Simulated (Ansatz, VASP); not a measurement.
## Li5Sc: VASP beside Ansatz

One calculation is typed for both programs; each brings its own data sets. How far apart do they land? The cell is generated by rule, not measured, and may not be a known phase. The two relaxations start from unlike cells of this crystal (the structure described is Ansatz's start), so only their ends are compared.

Main program and level: Ansatz 0.2.0; plane waves, with VASP 6.6.1 beside it; relaxation of cell and atoms at LDA.

The structure was built from a prototype and need not be the compound's stable phase.

### Step 1. The structure

It takes space group P6/mmm (No. 191, hexagonal). The conventional cell has a = 4.776 Å, b = 4.776 Å, c = 3.909 Å, α = 90.00°, β = 90.00°, γ = 120.00°. Nearest to Sc lie 18 Li at 2.76 to 3.09 Å. Nearest to Li lie 8 Li at 2.39 Å and 4 Sc at 3.09 Å. Nearest to Li lie 9 Li at 2.39 to 2.76 Å and 3 Sc at 2.76 Å. Farther neighbours are not listed.

### Step 2. VASP: relaxation of cell and atoms, LDA

The relaxed volume is the usual yardstick between codes: in a stiff, nearly cubic crystal its relative difference is about their pressure difference at one cell divided by the bulk modulus.

Lines of VASP's logs that name or quote its potential files are left out, and so is its time.

INCAR reads:

```
SYSTEM = Li5Sc
PREC = Accurate
ENCUT = 750
EDIFF = 1E-07
NELM = 120
ISMEAR = 0
SIGMA = 0.1
LREAL = .FALSE.
ALGO = Normal
GGA = CA
NBANDS = 19
LASPH = .TRUE.
LORBIT = 11
LWAVE = .FALSE.
LCHARG = .FALSE.
ISIF = 3
IBRION = 2
NSW = 80
EDIFFG = -0.005
GGA_COMPAT = .FALSE.
NELMIN = 4
KPAR = 2
```

POSCAR reads:

```
Li5Sc
1.0
    5.3648263550     -0.0000033150      0.0000000000
   -2.6824097598      4.6460771296      0.0000000000
    0.0000000000      0.0000000000      4.5690936839
Sc Li
1 5
Direct
    0.0000000000      0.0000000000      0.0000000000
    0.5000000604      0.0000001209      0.5000000000
    0.4999999396      0.4999998791      0.5000000000
    0.0000000000      0.5000000000      0.5000000000
    0.3333332930      0.6666665861      0.0000000000
    0.6666667070      0.3333334139      0.0000000000
```

KPOINTS reads:

```
Automatic mesh
0
Gamma
6 6 6
0 0 0
```

Potentials, in the order of the species: Sc_sv and Li_sv (LDA family, release 64).

Command:

```bash
mpirun -np 2 vasp_std
```

Numbers of over 12 decimals in the logs are rounded to 6 here.

Log:

```text
[banner, memory and clock lines left out]
running    2 mpi-ranks, on    1 nodes
 distrk:  each k-point on    1 cores,    2 groups
 distr:  one band on    1 cores,    1 groups

 POSCAR found type information on POSCAR ScLi
 POSCAR found :  2 types and       6 ions
 LDA part: xc-table for (Slater(with rela. corr.)+CA(PZ))
 , standard interpolation
 POSCAR, INCAR and KPOINTS ok, starting setup
 FFT: planning ... GRIDC
 FFT: planning ... GRID_SOFT
 FFT: planning ... GRID
 WAVECAR not read
 entering main loop
       N       E                     dE             d eps       ncg     rms          rms(c)
DAV:   1     0.216303068391E+03    0.21630E+03   -0.14044E+04  1064   0.174E+03
DAV:   2     0.136502788317E+02   -0.20265E+03   -0.20045E+03  1064   0.517E+02
DAV:   3    -0.114593023285E+02   -0.25110E+02   -0.24651E+02  2080   0.108E+02
DAV:   4    -0.179703092663E+02   -0.65110E+01   -0.64615E+01  1944   0.597E+01
DAV:   5    -0.192561443175E+02   -0.12858E+01   -0.12851E+01  1808   0.207E+01    0.668E+00
DAV:   6    -0.157172761346E+02    0.35389E+01   -0.12881E+01  1671   0.238E+01    0.169E+00
DAV:   7    -0.156850131450E+02    0.32263E-01   -0.61352E-01  1960   0.734E+00    0.842E-01
DAV:   8    -0.156785808621E+02    0.64323E-02   -0.28431E-01  1845   0.304E+00    0.104E+00
DAV:   9    -0.156711224991E+02    0.74584E-02   -0.36613E-01  1571   0.435E+00    0.749E-01
DAV:  10    -0.156524136299E+02    0.18709E-01   -0.72110E-02  1604   0.162E+00    0.694E-02
DAV:  11    -0.156527044999E+02   -0.29087E-03   -0.15711E-03  1909   0.279E-01    0.946E-02
DAV:  12    -0.156525002659E+02    0.20423E-03   -0.10174E-03  1615   0.241E-01    0.882E-03
DAV:  13    -0.156525015847E+02   -0.13188E-05   -0.18499E-05  1800   0.303E-02    0.704E-03
DAV:  14    -0.156525001712E+02    0.14135E-05   -0.84787E-06  1634   0.208E-02    0.185E-03
DAV:  15    -0.156525001218E+02    0.49403E-07   -0.26265E-07  1290   0.462E-03
   1 F= -.15652500E+02 E0= -.15635130E+02  d E =-.156525E+02
 curvature:   0.00 expect dE= 0.000E+00 dE for cont linesearch  0.000E+00
 trial: gam= 0.00000 g(F)=  0.693E-42 g(S)=  0.135E-03 ort = 0.000E+00 (trialstep = 0.100E+01)
 search vector abs. value=  0.135E-03
 bond charge predicted
       N       E                     dE             d eps       ncg     rms          rms(c)
DAV:   1    -0.156533498634E+02   -0.84969E-03   -0.13026E-02  1629   0.129E+00    0.194E-01
DAV:   2    -0.156532693644E+02    0.80499E-04   -0.10805E-02  1551   0.845E-01    0.154E-01
DAV:   3    -0.156526317128E+02    0.63765E-03   -0.28383E-03  1603   0.375E-01    0.513E-02
DAV:   4    -0.156526029064E+02    0.28806E-04   -0.10710E-04  1528   0.868E-02    0.605E-03
DAV:   5    -0.156526048966E+02   -0.19902E-05   -0.26100E-05  1959   0.325E-02    0.265E-03
DAV:   6    -0.156526050510E+02   -0.15440E-06   -0.74905E-07  1394   0.539E-03    0.862E-04
DAV:   7    -0.156526050642E+02   -0.13246E-07   -0.53797E-08   667   0.292E-03
   2 F= -.15652605E+02 E0= -.15635251E+02  d E =-.104942E-03
 trial-energy change:   -0.000105  1 .order   -0.000107   -0.000135   -0.000079
 step:   2.4235(harm=  2.4235)  dis= 0.00000  next Energy=   -15.652664 (dE=-0.164E-03)
 bond charge predicted
       N       E                     dE             d eps       ncg     rms          rms(c)
DAV:   1    -0.156541723396E+02   -0.15673E-02   -0.26576E-02  1623   0.184E+00    0.276E-01
DAV:   2    -0.156539845813E+02    0.18776E-03   -0.21875E-02  1548   0.120E+00    0.218E-01
DAV:   3    -0.156527194949E+02    0.12651E-02   -0.57017E-03  1600   0.532E-01    0.730E-02
DAV:   4    -0.156526613043E+02    0.58191E-04   -0.21756E-04  1527   0.127E-01    0.897E-03
DAV:   5    -0.156526653010E+02   -0.39967E-05   -0.53037E-05  1930   0.475E-02    0.384E-03
DAV:   6    -0.156526656144E+02   -0.31338E-06   -0.17520E-06  1601   0.840E-03    0.134E-03
DAV:   7    -0.156526656386E+02   -0.24238E-07   -0.16884E-07   963   0.446E-03
   3 F= -.15652666E+02 E0= -.15635336E+02  d E =-.165517E-03
 curvature:  -1.21 expect dE=-0.254E-05 dE for cont linesearch -0.306E-06
 trial: gam=-0.02774 g(F)=  0.448E-41 g(S)=  0.210E-05 ort = 0.585E-05 (trialstep = 0.128E+01)
 search vector abs. value=  0.188E-05
 reached required accuracy - stopping structural energy minimisation
```

OUTCAR, selected parts (step 2):

```text
ion  position               nearest neighbor table
   1  0.000  0.000  0.000-
   2  0.500  0.000  0.500-
   3  0.500  0.500  0.500-
   4  0.000  0.500  0.500-
   5  0.333  0.667  0.000-
   6  0.667  0.333  0.000-

  LATTYP: Found a hexagonal cell.
 ALAT       =     5.3648263550
 C/A-ratio  =     0.8516759689

 Subroutine GETGRP returns: Found 24 space group operations
 (whereof 24 operations were pure point group operations)

The static configuration has the point symmetry D_6h.

 Found     28 irreducible k-points:

   k-points           NKPTS =     28   k-points in BZ     NKDIM =     28   number of bands    NBANDS=     19

   dimension x,y,z NGX =    48 NGY =   48 NGZ =   42
   dimension x,y,z NGXF=    96 NGYF=   96 NGZF=   84

   ENCUT  =  750.0 eV  55.12 Ry    7.42 a.u.  11.98 11.98 10.20*2*pi/ulx,y,z

   NELECT =      26.0000    total number of electrons

 k-points in reciprocal lattice and weights: Automatic mesh
   0.00000000  0.00000000  0.00000000       0.005
   0.16666667  0.00000000  0.00000000       0.028
   0.33333333  0.00000000  0.00000000       0.028
   0.50000000  0.00000000  0.00000000       0.014
   0.16666667  0.16666667  0.00000000       0.028
   0.33333333  0.16666667  0.00000000       0.056
   0.33333333  0.33333333  0.00000000       0.009
   0.00000000  0.00000000  0.16666667       0.009
   0.16666667  0.00000000  0.16666667       0.056
[...]
0.33333333  0.16666667  0.50000000       0.056
   0.33333333  0.33333333  0.50000000       0.009

 average (electrostatic) potential at core
       1 -50.3327       2 -66.5635       3 -66.5635       4 -66.5635       5 -66.1823
       6 -66.1823

 E-fermi :   1.4699

 k-point     1 :       0.0000    0.0000    0.0000
  band No.  band energies     occupation
    ...
      8     -27.2422      2.00000
      9     -27.2422      2.00000
     10      -2.4817      2.00000
     11       1.3380      1.93775
     12       1.3380      1.93775
     13       1.7785      0.00001
     14       1.9843      0.00000
     15       2.1707      0.00000
     16       2.5857      0.00000
     17       2.5857      0.00000
    ...

 k-point     2 :       0.1667    0.0000    0.0000
  band No.  band energies     occupation
    ...
      8     -27.2423      2.00000
      9     -27.2423      2.00000
     10      -2.3298      2.00000
     11       0.8446      2.00000
     12       1.3616      1.87418
     13       1.5838      0.10713
     14       1.8797      0.00000
     15       2.2777      0.00000
     16       2.5458      0.00000
     17       2.6255      0.00000
    ...

 k-point     3 :       0.3333    0.0000    0.0000
  band No.  band energies     occupation
    ...
      9     -27.2424      2.00000
     10      -1.8890      2.00000
     11      -0.0731      2.00000
     12       1.1916      1.99992
     13       1.4219      1.50277
     14       1.7837      0.00001
     15       2.1552      0.00000
     16       2.4428      0.00000
     17       2.5697      0.00000
     18       3.2745      0.00000
    ...

  Total        0.0042242      0.0042242     -0.0149970      0.0000000      0.0000000      0.0000000
  in kB        0.0596854      0.0596854     -0.2119009      0.0000000      0.0000000      0.0000000
  external PRESSURE =      -0.0308434 kB  Pullay stress =       0.0000000 kB

  energy-cutoff  :      750.00
  volume of cell :      113.39
      direct lattice vectors                 reciprocal lattice vectors
     5.357706206 -0.000003311 -0.000000000     0.186647106  0.107760591 -0.000000000
    -2.678849691  4.639910900  0.000000000     0.000000133  0.215521457 -0.000000000
     0.000000000  0.000000000  4.561360599     0.000000000 -0.000000000  0.219232832

 POSITION                                       TOTAL-FORCE (eV/Angst)
 -----------------------------------------------------------------------------------
      0.00000      0.00000      4.56136         0.000000     -0.000000      0.000000
      2.67885     -0.00000      2.28068         0.000000     -0.000000      0.000000
      1.33943      2.31995      2.28068         0.000000     -0.000000      0.000000
     -1.33942      2.31996      2.28068        -0.000000     -0.000000      0.000000
      0.00000      3.09327      4.56136         0.000000     -0.000000     -0.000000
      2.67885      1.54664     -0.00000        -0.000000      0.000000      0.000000
 -----------------------------------------------------------------------------------
    total drift:                                0.000000      0.000000      0.000000

  FREE ENERGIE OF THE ION-ELECTRON SYSTEM (eV)
  ---------------------------------------------------
  free  energy   TOTEN  =       -15.6526656386 eV

  energy  without entropy=      -15.6180058452  energy(sigma->0) =      -15.63533574

 reached required accuracy - stopping structural energy minimisation

 total charge
# of ion       s       p       d       tot
------------------------------------------
    1        2.239   6.058   0.910   9.207
    2        2.045   0.064   0.000   2.109
    3        2.045   0.064   0.000   2.109
    4        2.045   0.064   0.000   2.109
    5        2.048   0.072   0.000   2.119
    6        2.048   0.072   0.000   2.119
--------------------------------------------------
tot         12.467   6.395   0.910  19.773

[... 3 further parts left out ...]
```

CONTCAR:

```
Li5Sc
   1.00000000000000
     5.3577062060562275   -0.0000033114383773   -0.0000000000000000
    -2.6788496905897961    4.6399108996999665    0.0000000000000000
     0.0000000000000000    0.0000000000000000    4.5613605991840105
  Sc              Li
     1     5
Direct
     0.0000000000000000    0.0000000000000000    1.0000000000000000
     0.5000000603999979    0.0000001208999976    0.5000000000000000
     0.4999999396000021    0.4999998791000024    0.5000000000000000
     0.0000000000000000    0.5000000000000000    0.5000000000000000
     0.3333332930000026    0.6666665860999998    1.0000000000000000
     0.6666667069999974    0.3333334139000002    0.0000000000000000
```

The k-mesh is coarse for a metal. The run keeps the 24 symmetry operations of its start, so it cannot find a distortion of lower symmetry.

(Continued in part 2 of 2.)

[Lines on the potential files, build, host, timing and source positions are cut from VASP's logs without a mark.]

[Logs are printed without paths, hosts, clocks, repeated set-up lines and the standing remarks that a program may print on its own settings, such as how far it seeks lower states.]

[Hosts, paths, dates, database ids (printed as entryN), source tags and the programs' standing remarks are cut or masked in the printed files.]
